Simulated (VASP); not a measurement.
Energy against volume of Cu (fcc). Level of theory: r2SCAN meta-GGA, VASP's PBE PAW potentials (set 64) (plane waves; VASP).

```
V (Å³/atom)  E (eV/atom)
-----------  -----------
10.807         -10.80276
11.152         -10.82042
11.497         -10.82546
11.841         -10.82012
12.186         -10.80612
```

**Question.** Fit a third-order Birch-Murnaghan equation of state.

**Answer.** 
```yaml
volume_per_atom: 11.48 Å^3/atom
bulk_modulus: 162 GPa
pressure_derivative_of_the_bulk_modulus: 5.29
lattice_constant_a: 3.581 Å
```

Measured: bulk modulus 144 GPa at 0 K (computed value off by +12.3 %), as given by Daniel Mejia-Rodriguez et al., Physical Review B (2018), arXiv:1807.09216 [0 K value with the zero-point phonon effect removed]; a 3.595 Å at 0 K (computed value off by -0.4 %), as given by Gábor I. Csonka et al., Physical Review B (2009), arXiv:0903.4037 [low-temperature or extrapolated to 0 K; zero-point anharmonic expansion removed].

The compound is Cu in the fcc structure. It was relaxed first.
